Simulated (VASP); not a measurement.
VASP runs on GePt (space group Pnma) share one base input (LDA (Ceperley-Alder, Perdew-Zunger), plane waves, VASP's LDA PAW potentials (set 64)) and change the settings named in each case.

### POSCAR
```
GePt
6.111560
  0.9418233642   0.0000000000   0.0000000000
  0.0000000000   0.6103237144   0.0000000000
  0.0000000000   0.0000000000   1.0000000000
Ge Pt
4 4
Cartesian
  0.7665782909   0.4577427858   0.5880100000
  0.1752450734   0.1525809286   0.4119900000
  0.6461567555   0.1525809286   0.0880100000
  0.2956666087   0.4577427858   0.9119900000
  0.0017423732   0.4577427858   0.1927100000
  0.9400809910   0.1525809286   0.8072900000
  0.4691693089   0.1525809286   0.6927100000
  0.4726540553   0.4577427858   0.3072900000
```

### INCAR
```
# general
SYSTEM   =  GePt
PREC     =  Accurate
ENCUT    =  300
LREAL    =  .FALSE.
LASPH    =  .TRUE.

# electronic loop
EDIFF    =  1E-6
NELM     =  100
ALGO     =  Normal
LMAXMIX  =  6

# smearing
ISMEAR   =  -1
SIGMA    =  0.1

# ions
ISIF     =  2

# output
LWAVE    =  .FALSE.
LCHARG   =  .FALSE.
```

**KPOINTS**
```
Automatic mesh
0
Gamma
5 8 5
0 0 0
```

POTCAR, in this order: Ge_d Pt (LDA.64 set). Program: vasp_std.

```json
[
 {"change": "base run", "E(σ→0) (eV/atom)": "-6.8456", "pressure (GPa)": "-6.41", "largest force (eV/Å)": "0.068", "−TS (eV)": "-0.0763"},
 {"change": "SIGMA = 0.03", "E(σ→0) (eV/atom)": "-6.8458", "pressure (GPa)": "-6.49", "largest force (eV/Å)": "0.066", "−TS (eV)": "-0.0063"},
 {"change": "NBANDS = 56", "E(σ→0) (eV/atom)": "-6.8456", "pressure (GPa)": "-6.42", "largest force (eV/Å)": "0.068", "−TS (eV)": "-0.0763"},
 {"change": "EDIFF = 1E-05", "E(σ→0) (eV/atom)": "-6.8456", "pressure (GPa)": "-6.42", "largest force (eV/Å)": "0.069", "−TS (eV)": "-0.0763"},
 {"change": "SIGMA = 0.3", "E(σ→0) (eV/atom)": "-6.8435", "pressure (GPa)": "?", "largest force (eV/Å)": "?", "−TS (eV)": "?"},
 {"change": "GGA = PS, IVDW = 10, POTCAR Ge_d Pt (PBE.64 set) (refused)", "E(σ→0) (eV/atom)": "-", "pressure (GPa)": "-", "largest force (eV/Å)": "-", "−TS (eV)": "-"},
 {"change": "SIGMA = 0.5", "E(σ→0) (eV/atom)": "-6.8312", "pressure (GPa)": "?", "largest force (eV/Å)": "?", "−TS (eV)": "?"}
]
```

Task: Fill in the missing entries.

Result: 
- SIGMA = 0.5, pressure (GPa): -4.12
- SIGMA = 0.5, largest force (eV/Å): 0.097
- SIGMA = 0.5, −TS (eV): -2.3968
- SIGMA = 0.3, pressure (GPa): -5.70
- SIGMA = 0.3, largest force (eV/Å): 0.047
- SIGMA = 0.3, −TS (eV): -0.7570

Energies of different potentials or functionals have different zeros.  Unless said otherwise, spin-orbit coupling is left out, though it shifts the bands of the heavy elements here. At 300 eV the pressure can carry a Pulay error.

Left out are runs that ran out of time, are held back, or changed the cell or the kind of run, fixed moments of cells without a moment, rows past the twelfth, gaps on odd meshes, pressures of charged cells and columns that move by less than the noise.

The structure comes from a computed database's GePt entry; how it stands against other phases isn't given here. The cell was not relaxed at this level, forces remain on its atoms.
